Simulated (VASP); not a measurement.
Method: PBE GGA, VASP's PBE PAW potentials (set 64) (plane waves; VASP 6.6.1).

VASP input:

File KPOINTS:
```
k-points along high-symmetry lines
15
Line-mode
Reciprocal
  0.000000   0.000000   0.000000 ! GAMMA
  0.000000   0.500000   0.000000 ! X

  0.000000   0.500000   0.000000 ! X
  0.500000   0.500000   0.000000 ! M

  0.500000   0.500000   0.000000 ! M
  0.000000   0.000000   0.000000 ! GAMMA

  0.000000   0.000000   0.000000 ! GAMMA
  0.500000   0.500000   0.500000 ! R

  0.500000   0.500000   0.500000 ! R
  0.000000   0.500000   0.000000 ! X

  0.500000   0.500000   0.500000 ! R
  0.500000   0.500000   0.000000 ! M
```

POSCAR:
```
Cr
2.8649220
  0.9999998963   0.0000000000   0.0000000000
  0.0000000000   0.9999998963   0.0000000000
  0.0000000000   0.0000000000   0.9999998963
Cr
2
Cart
  0.0000000000   0.0000000000   0.0000000000
  0.4999999481   0.4999999481   0.4999999481
```

**INCAR**
```
SYSTEM = Cr
PREC = Accurate
ENCUT = 520
EDIFF = 1E-7
NELM = 100
ALGO = Normal
LREAL = .FALSE.
LASPH = .TRUE.
ISMEAR = 0
SIGMA = 0.05
GGA = PE
LMAXMIX = 4
ISPIN = 2
MAGMOM = 1.1 -1.1
LORBIT = 11
LWAVE = .FALSE.
LCHARG = .FALSE.
ICHARG = 11
```

POTCAR, in this order: Cr_pv (PBE.64 set). Program: vasp_std. Read from the step before: CHGCAR.

Output

### OSZICAR
```
       N       E                     dE             d eps       ncg     rms          rms(c)
DAV:   1     0.231225915903E+03    0.23123E+03   -0.14470E+04  5760   0.183E+03
DAV:   2    -0.117058658763E+02   -0.24293E+03   -0.24101E+03  6320   0.498E+02
DAV:   3    -0.190158079593E+02   -0.73099E+01   -0.72439E+01  7192   0.999E+01
DAV:   4    -0.191468095906E+02   -0.13100E+00   -0.13038E+00  7592   0.122E+01
DAV:   5    -0.191496427248E+02   -0.28331E-02   -0.28331E-02  8040   0.141E+00
DAV:   6    -0.191497057472E+02   -0.63022E-04   -0.63022E-04  7688   0.158E-01
DAV:   7    -0.191497069082E+02   -0.11610E-05   -0.11599E-05  7200   0.169E-02
DAV:   8    -0.191497069265E+02   -0.18361E-07   -0.17610E-07  4576   0.182E-03
   1 F= -.19149707E+02 E0= -.19147491E+02  d E =-.443274E-02  mag=    -0.0000
```

### OUTCAR
```



 magnetization (x)

# of ion       s       p       d       tot
------------------------------------------
    1        0.009   0.015   1.018   1.041
    2       -0.009  -0.015  -1.018  -1.041
--------------------------------------------------
tot          0.000   0.000   0.000   0.000
```
(Selected blocks of OUTCAR.)

File OUTCAR:
```
 val. band max:       10.8976534919   @ k =   0.0000   0.5000   0.0000

 cond. band min:      10.9192877712   @ k =   0.0000   0.5000   0.0000



 spin component 1

 k-point     1 :       0.0000    0.0000    0.0000
  band No.  band energies     occupation
      1     -32.8516      1.00000
      2     -32.8516      1.00000
      3     -32.8516      1.00000
      4     -31.5779      1.00000
      5     -31.5779      1.00000
      6     -31.5779      1.00000
      7       2.9382      1.00000
      8       6.5420      1.00000
      9       6.5420      1.00000
     10       9.8205      1.00000
     11       9.8205      1.00000
     12       9.8205      1.00000
     13      11.9541      0.00000
     14      11.9541      0.00000
     15      13.3096      0.00000
     16      13.3096      0.00000

 k-point     2 :       0.0000    0.0357    0.0000
  band No.  band energies     occupation
      1     -32.8527      1.00000
      2     -32.8506      1.00000
      3     -32.8506      1.00000
      4     -31.5809      1.00000
      5     -31.5786      1.00000
      6     -31.5786      1.00000
      7       2.9659      1.00000
      8       6.5562      1.00000
      9       6.5577      1.00000
     10       9.8185      1.00000
     11       9.8185      1.00000
     12       9.8292      1.00000
     13      11.9348      0.00000
     14      11.9614      0.00000
     15      13.2727      0.00000
     16      13.2727      0.00000

 k-point     3 :       0.0000    0.0714    0.0000
  band No.  band energies     occupation
      1     -32.8560      1.00000
      2     -32.8477      1.00000
      3     -32.8477      1.00000
      4     -31.5898      1.00000
      5     -31.5809      1.00000
      6     -31.5809      1.00000
      7       3.0490      1.00000
      8       6.5985      1.00000
      9       6.6040      1.00000
     10       9.8126      1.00000
     11       9.8126      1.00000
     12       9.8553      1.00000
...
```

The density is held fixed in this step, so its total energy and stress have no physical meaning.

The compound is Cr in the bcc, AFM order structure. It was relaxed first.
